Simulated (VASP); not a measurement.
Given:

```
CELL_PARAMETERS angstrom
      0.00000     2.43395     2.43395
      2.43395     0.00000     2.43395
      2.43395     2.43395     0.00000
ATOMIC_POSITIONS crystal
  Y  0.00000 0.00000 0.00000
  N  0.50000 0.50000 0.50000
```

Computed with PBE GGA with D4 dispersion, VASP's PBE PAW potentials (set 64) (plane waves; VASP). Numerical set-up: 520 eV cut-off, 9×9×9 Γ-centred mesh, Gaussian smearing of 0.050 eV, potentials Y_sv N.

Problem. Give the energy at these volumes per atom, relative to the lowest: 13.55, 13.98, 14.41, 14.85, 15.28 Å³.

Solution. 30.2, 7.2, 0.0, 6.2, 24.0 meV/atom. A third-order Birch-Murnaghan fit gives B0 = 166 GPa and B0′ = 4.2.

Measured: a 4.877 Å (computed value off by -0.2 %), as given by G. Soto et al., Computational Materials Science (2007), arXiv:cond-mat/0703568. The calculation is for a static lattice, while the measured a holds thermal and zero-point effects, which are part of the difference.

The compound is YN in the rock salt structure. It was relaxed first.
